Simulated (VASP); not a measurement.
Calculation: LDA (Ceperley-Alder, Perdew-Zunger), VASP's LDA PAW potentials (set 64) (plane waves; VASP).

Input for VASP

**POSCAR**
```
YSi
1
    2.0977184859    -5.1870362281     0.0000000000
    2.0977184859     5.1870362281    -0.0000000000
    0.0000000000     0.0000000000     3.7870166305
Y Si
2 2
Direct
  0.1402243014   0.8597756986   0.2500000000
  0.8597756986   0.1402243014   0.7500000000
  0.4239059191   0.5760940809   0.2500000000
  0.5760940809   0.4239059191   0.7500000000
```

File KPOINTS:
```
Automatic
0
G
 9 9 9
0 0 0
```

### INCAR
```
ALGO=Normal
EDIFF=1E-7
ENCUT=400
ISIF=2
ISMEAR=-5
LASPH=.TRUE.
LCHARG=.TRUE.
LEFG=.TRUE.
LMAXMIX=4
LORBIT=11
LREAL=.FALSE.
LWAVE=.FALSE.
NEDOS=601
NELM=100
PREC=Accurate
SYSTEM=YSi
```

POTCAR, in this order: Y_sv Si (LDA.64 set). Program: vasp_std.

The resulting files:

### OUTCAR
```
 ion  position               nearest neighbor table
   1  0.140  0.860  0.250-   4 2.90   4 2.90   4 2.90   4 2.90   3 2.94   3 3.07   3 3.07   2 3.47
                             2 3.47   2 3.63   2 3.63   2 3.63   2 3.63
   2  0.860  0.140  0.750-   3 2.90   3 2.90   3 2.90   3 2.90   4 2.94   4 3.07   4 3.07   1 3.47
                             1 3.47   1 3.63   1 3.63   1 3.63   1 3.63
   3  0.424  0.576  0.250-   4 2.47   4 2.47   2 2.90   2 2.90   2 2.90   2 2.90   1 2.94   1 3.07
                             1 3.07
   4  0.576  0.424  0.750-   3 2.47   3 2.47   1 2.90   1 2.90   1 2.90   1 2.90   2 2.94   2 3.07
                             2 3.07
  LATTYP: Found a base centered orthorhombic cell.
 ALAT       =     4.1954369718
 B/A-ratio  =     2.4727036840
 C/A-ratio  =     0.9026512985
 Subroutine PRICEL returns:
 Original cell was already a primitive cell.
 Subroutine GETGRP returns: Found  8 space group operations
The static configuration has the point symmetry C_2h.
 The point group associated with its full space group is D_2h.
The dynamic configuration has the point symmetry C_2h.
 Subroutine INISYM returns: Found  8 space group operations
 Subroutine IBZKPT returns following result:
 Found    125 irreducible k-points:

 Following reciprocal coordinates:
            Coordinates               Weight
  0.000000  0.000000  0.000000      1.000000
  0.111111  0.000000  0.000000      4.000000
  0.222222  0.000000  0.000000      4.000000
  0.333333 -0.000000  0.000000      4.000000
  0.444444  0.000000  0.000000      4.000000
  0.111111  0.111111  0.000000      2.000000
  0.222222  0.111111  0.000000      4.000000
  0.333333  0.111111  0.000000      4.000000
  0.444444  0.111111  0.000000      4.000000
 -0.444444  0.111111  0.000000      4.000000
 -0.333333  0.111111  0.000000      4.000000
 -0.222222  0.111111  0.000000      4.000000
 -0.111111  0.111111  0.000000      2.000000
  0.222222  0.222222  0.000000      2.000000
  0.333333  0.222222  0.000000      4.000000
  0.444444  0.222222  0.000000      4.000000
 -0.444444  0.222222  0.000000      4.000000
 -0.333333  0.222222  0.000000      4.000000
 -0.222222  0.222222  0.000000      2.000000
  0.333333  0.333333  0.000000      2.000000
  0.444444  0.333333  0.000000      4.000000
 -0.444444  0.333333  0.000000      4.000000
 -0.333333  0.333333  0.000000      2.000000
  0.444444  0.444444  0.000000      2.000000
 -0.444444  0.444444  0.000000      2.000000
  0.000000  0.000000  0.111111      2.000000
  0.111111  0.000000  0.111111      8.000000
  0.222222  0.000000  0.111111      8.000000
  0.333333 -0.000000  0.111111      8.000000
  0.444444  0.000000  0.111111      8.000000
  0.111111  0.111111  0.111111      4.000000
  0.222222  0.111111  0.111111      8.000000
  0.333333  0.111111  0.111111      8.000000
  0.444444  0.111111  0.111111      8.000000
 -0.444444  0.111111  0.111111      8.000000
 -0.333333  0.111111  0.111111      8.000000
 -0.222222  0.111111  0.111111      8.000000
 -0.111111  0.111111  0.111111      4.000000
  0.222222  0.222222  0.111111      4.000000
  0.333333  0.222222  0.111111      8.000000
   k-points           NKPTS =    125   k-points in BZ     NKDIM =    125   number of bands    NBANDS=     19
   number of dos      NEDOS =    601   number of ions     NIONS =      4
   total plane-waves  NPLWV =  36288
   dimension x,y,z NGX =    36 NGY =   36 NGZ =   28
   dimension x,y,z NGXF=    72 NGYF=   72 NGZF=   56
   ions per type =               2   2
   PREC   = accura    normal or accurate (medium, high low for compatibility)
   ISTART =      0    job   : 0-new  1-cont  2-samecut
   ICHARG =      2    charge: 1-file 2-atom 10-const
   ISPIN  =      1    spin polarized calculation?
...
```

### OSZICAR
```
       N       E                     dE             d eps       ncg     rms          rms(c)
DAV:   1     0.106291572549E+03    0.10629E+03   -0.12820E+04  4758   0.122E+03
DAV:   2    -0.215924232505E+02   -0.12788E+03   -0.12444E+03  5835   0.274E+02
DAV:   3    -0.305989976947E+02   -0.90066E+01   -0.88938E+01  8186   0.491E+01
DAV:   4    -0.309420416515E+02   -0.34304E+00   -0.34176E+00  6216   0.948E+00
DAV:   5    -0.309516650864E+02   -0.96234E-02   -0.96086E-02  6977   0.150E+00    0.441E+01
DAV:   6    -0.296774486594E+02    0.12742E+01   -0.35129E+00  5211   0.859E+00    0.307E+01
DAV:   7    -0.296319464265E+02    0.45502E-01   -0.23250E+00  7625   0.714E+00    0.466E+00
DAV:   8    -0.295646449829E+02    0.67301E-01   -0.60948E-01  5370   0.377E+00    0.113E+00
DAV:   9    -0.295644965754E+02    0.14841E-03   -0.28279E-02  6787   0.104E+00    0.301E-01
DAV:  10    -0.295644544132E+02    0.42162E-04   -0.14363E-03  7043   0.272E-01    0.900E-02
DAV:  11    -0.295644351147E+02    0.19298E-04   -0.58955E-05  6830   0.542E-02    0.355E-02
DAV:  12    -0.295644357601E+02   -0.64541E-06   -0.98561E-06  6104   0.198E-02    0.118E-02
DAV:  13    -0.295644342831E+02    0.14770E-05   -0.12836E-06  5853   0.653E-03    0.302E-03
DAV:  14    -0.295644342935E+02   -0.10329E-07   -0.16663E-07  4046   0.280E-03
   1 F= -.29564434E+02 E0= -.29564434E+02  d E =0.000000E+00
```

OUTCAR:
```
------------------------ aborting loop because EDIFF is reached ----------------------------------------
  FORCE on cell =-STRESS in cart. coord.  units (eV):
  Direction    XX          YY          ZZ          XY          YZ          ZX
  --------------------------------------------------------------------------------------
  Total        0.0545331      0.0045475     -0.1970855      0.0000000      0.0000000      0.0000000
  in kB        1.0601745      0.0884071     -3.8315245      0.0000000      0.0000000      0.0000000
  external PRESSURE =      -0.8943143 kB  Pullay stress =       0.0000000 kB
  volume of cell :       82.41
      direct lattice vectors                 reciprocal lattice vectors
     2.097718486 -5.187036228  0.000000000     0.238354195 -0.096394160  0.000000000
     2.097718486  5.187036228  0.000000000     0.238354195  0.096394160  0.000000000
     0.000000000  0.000000000  3.787016631     0.000000000  0.000000000  0.264060103
 POSITION                                       TOTAL-FORCE (eV/Angst)
 -----------------------------------------------------------------------------------
      2.09772      3.73234      0.94675         0.000000     -0.023053     -0.000000
      2.09772     -3.73234      2.84026         0.000000      0.023053      0.000000
      2.09772      0.78941      0.94675         0.000000      0.021949      0.000000
      2.09772     -0.78941      2.84026         0.000000     -0.021949      0.000000
 -----------------------------------------------------------------------------------
    total drift:                               -0.000000     -0.000000     -0.000000
  FREE ENERGIE OF THE ION-ELECTRON SYSTEM (eV)
  ---------------------------------------------------
  free  energy   TOTEN  =       -29.5644342935 eV

  energy  without entropy=      -29.5644342935  energy(sigma->0) =      -29.56443429

 total charge

# of ion       s       p       d       f       tot
--------------------------------------------------
    1        2.195   6.410   1.137   0.031   9.773
    2        2.195   6.410   1.137   0.031   9.773
    3        0.771   0.933   0.000   0.000   1.704
    4        0.771   0.933   0.000   0.000   1.704
--------------------------------------------------
tot          5.933  14.685   2.274   0.061  22.953

 Electric field gradients after diagonalization (V/A^2)
 (convention: |V_zz| > |V_xx| > |V_yy|)
----------------------------------------------------------------------
 ion       V_xx      V_yy      V_zz     asymmetry (V_yy - V_xx)/ V_zz
----------------------------------------------------------------------
   1      14.074     6.540   -20.614       0.365
   2      14.074     6.540   -20.614       0.365
   3      21.700     4.660   -26.360       0.646
   4      21.700     4.660   -26.360       0.646
```
(Selected blocks of OUTCAR.)

For a metal the tetrahedron method with Blöchl corrections gives inexact stress and forces.

The structure comes from a computed database's YSi entry (Cmcm); how it stands against other phases isn't given here. It was relaxed first, which changed the volume by -5 %.
